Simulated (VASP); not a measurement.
# InBi (relaxed from the NiAs type structure, space group P6_3/mmc): computed properties

Method: PBEsol GGA, VASP's PBE PAW potentials (set 64) (plane waves; VASP).

- space group = P6_3/mmc (194)
- cell = a = 4.289 Å, b = 4.289 Å, c = 7.549 Å, α = 90.00°, β = 90.00°, γ = 120.00°
- volume per atom = 30.07 Å³/atom
- band gap (over mesh and band path) = none (metal, semimetal or under 0.01 eV)
- density = 8.94 g/cm³

Space group P6₃/mmc (No. 194); a = 4.289 Å, b = 4.289 Å, c = 7.549 Å, α = 90.00°, β = 90.00°, γ = 120.00°

| atom | site | symmetry | x | y | z |
|---|---|---|---|---|---|
| In | 2a | -3m. | 0.0000 | 0.0000 | 0.0000 |
| Bi | 2c | -6m2 | 0.3333 | 0.6667 | 0.2500 |

Unless said otherwise, spin-orbit coupling is left out, though it shifts the bands of the heavy elements here.

The structure was generated: InBi was put into the NiAs type type (P6_3/mmc), which need not be its known phase. It was relaxed first. Symmetry was kept, so distortions that lower it aren't found.
